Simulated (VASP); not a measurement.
An input for Quantum ESPRESSO's pw.x (written as the equivalent of a VASP run, and not itself run):

```
&CONTROL
  calculation = 'vc-relax'
  pseudo_dir = './pseudo'
  outdir = './out'
  tprnfor = .true.
  tstress = .true.
  nstep = 60
  forc_conv_thr = 0.00078
/
&SYSTEM
  ibrav = 0
  nat = 4
  ntyp = 2
  ecutwfc = 84
  occupations = 'smearing'
  smearing = 'gaussian'
  degauss = 0.003675
  input_dft = 'pbe'
/
&ELECTRONS
  conv_thr = 7.3e-08
  electron_maxstep = 100
/
&IONS
/
&CELL
/
ATOMIC_SPECIES
  Ga 69.723 Ga.upf
  N 14.007 N.upf
CELL_PARAMETERS angstrom
     3.2450638    0.0000000   -0.0000000
    -1.6225319    2.8103073    0.0000000
     0.0000000   -0.0000000    5.2797813
ATOMIC_POSITIONS crystal
  Ga   0.6666670  0.3333330  0.4991009
  Ga   0.3333330  0.6666670  0.9991009
  N    0.6666670  0.3333330  0.8758991
  N    0.3333330  0.6666670  0.3758991
K_POINTS automatic
  7 7 4 0 0 0
```

Translate this input to VASP (INCAR, KPOINTS, POSCAR, choice of POTCAR).

One answer among several that fit: 
### INCAR
```
SYSTEM = GaN
PREC = Accurate
ENCUT = 480
EDIFF = 1E-6
NELM = 100
ALGO = Normal
LREAL = .FALSE.
LASPH = .TRUE.
ISMEAR = 0
SIGMA = 0.05
GGA = PE
LMAXMIX = 4
LWAVE = .FALSE.
LCHARG = .FALSE.
IBRION = 2
ISIF = 3
NSW = 60
EDIFFG = -0.02
```

File KPOINTS:
```
Automatic mesh
0
Gamma
7 7 4
0 0 0
```

File POSCAR:
```
GaN
1
    3.2450637856     0.0000000000    -0.0000000000
   -1.6225318928     2.8103072637     0.0000000000
    0.0000000000    -0.0000000000     5.2797813365
Ga N
2 2
Direct
  0.6666670000   0.3333330000   0.4991008956
  0.3333330000   0.6666670000   0.9991008956
  0.6666670000   0.3333330000   0.8758991044
  0.3333330000   0.6666670000   0.3758991044
```

POTCAR, in this order: Ga N (PBE.64 set). Program: vasp_std.

What does not carry over: the potentials are each code's own (VASP's PAW set, PseudoDojo norm-conserving files in pw.x), so ENCUT and ecutwfc are chosen apart and not converted; conv_thr bounds pw.x's estimated SCF error, while EDIFF bounds the energy change between steps; forc_conv_thr acts on force components and is met together with etot_conv_thr.

The structure comes from a computed database's GaN entry (P6_3mc); how it stands against other phases isn't given here. It was relaxed first, which changed the volume by +5 %. The start is the result of an earlier pass.
